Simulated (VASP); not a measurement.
Computed with PW91 GGA, VASP's PBE PAW potentials (set 64) (plane waves; VASP).

VASP input:

**POSCAR**
```
MgS
1
    0.0000000000     2.5849482204     2.5849482204
    2.5849482204     0.0000000000     2.5849482204
    2.5849482204     2.5849482204     0.0000000000
Mg S
1 1
Direct
  0.0000000000   0.0000000000   0.0000000000
  0.5000000000   0.5000000000   0.5000000000
```

**KPOINTS**
```
Automatic mesh
0
G
  9 9 9
```

**INCAR**
```
SYSTEM=MgS
PREC=Accurate; ENCUT=520; LREAL=.False.
LASPH=.True.
EDIFF=1E-7; NELM=100; ALGO=Normal
ISMEAR=0; SIGMA=0.05
GGA=91
ISIF=2
LWAVE=.False.; LCHARG=.False.
```

POTCAR, in this order: Mg S (PBE.64 set). Program: vasp_std.

Task: Predict the energy per atom (σ→0), pressure.

Result: 
energy per atom (σ→0): -4.279 eV/atom
pressure: 2.44 GPa

### OSZICAR
```
...
DAV:   6    -0.859921441163E+01    0.37501E+00   -0.97776E-01   576   0.493E+00    0.351E+00
DAV:   7    -0.855872046839E+01    0.40494E-01   -0.23886E-01   728   0.260E+00    0.243E+00
DAV:   8    -0.855872268949E+01   -0.22211E-05   -0.11458E-02   640   0.923E-01    0.981E-01
DAV:   9    -0.855856015585E+01    0.16253E-03   -0.58801E-04   656   0.198E-01    0.262E-01
DAV:  10    -0.855858371029E+01   -0.23554E-04   -0.98374E-05   816   0.643E-02    0.180E-02
DAV:  11    -0.855858292931E+01    0.78098E-06   -0.11563E-05   696   0.184E-02    0.898E-03
DAV:  12    -0.855858293798E+01   -0.86638E-08   -0.22859E-07   680   0.405E-03
   1 F= -.85585829E+01 E0= -.85585829E+01  d E =-.190749E-10
```

The compound is MgS in the rock salt structure. This cell is one point of a volume scan, at 0.97 of the reference volume.
